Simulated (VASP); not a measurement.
```
BiTl3
1.0
    4.89275     0.00000     0.00000
    0.00000     4.89275     0.00000
    0.00000     0.00000     4.89275
Tl Bi
3 1
Cartesian
  0.00000   2.44637   2.44637
  2.44637   0.00000   2.44637
  2.44637   2.44637   0.00000
  0.00000   0.00000   0.00000
```

These are PBEsol GGA, VASP's PBE PAW potentials (set 64) (plane waves; VASP) values and carry that method's errors. Settings: 400 eV cut-off, Gaussian smearing of 0.050 eV, potentials Tl_d Bi_d.

Task: Give the energies of bands 22 to 31 at the high-symmetry points, in eV from the Fermi level.

Result: 
```
band      Γ      X      M      R
----  -----  -----  -----  -----
22    -6.68  -8.15  -6.45  -5.34
23    -3.63  -5.32  -6.45  -5.34
24    -3.63  -3.45  -6.41  -5.34
25    -2.49  -0.98  -0.10  -3.61
26    -2.49  -0.98  -0.01  -3.61
27    -2.49   0.29  -0.01  -3.61
28     2.64   0.29   0.13  -2.77
29     2.64   0.83   1.13   5.78
30     2.64   1.73   2.15   5.78
31     4.03   4.17   2.15   5.78
```

It has no gap at this level: it comes out as a metal or semimetal.

The structure comes from a computed database's Tl3Bi entry (Pm-3m); how it stands against other phases isn't given here. It was relaxed first, which changed the volume by -5 %.
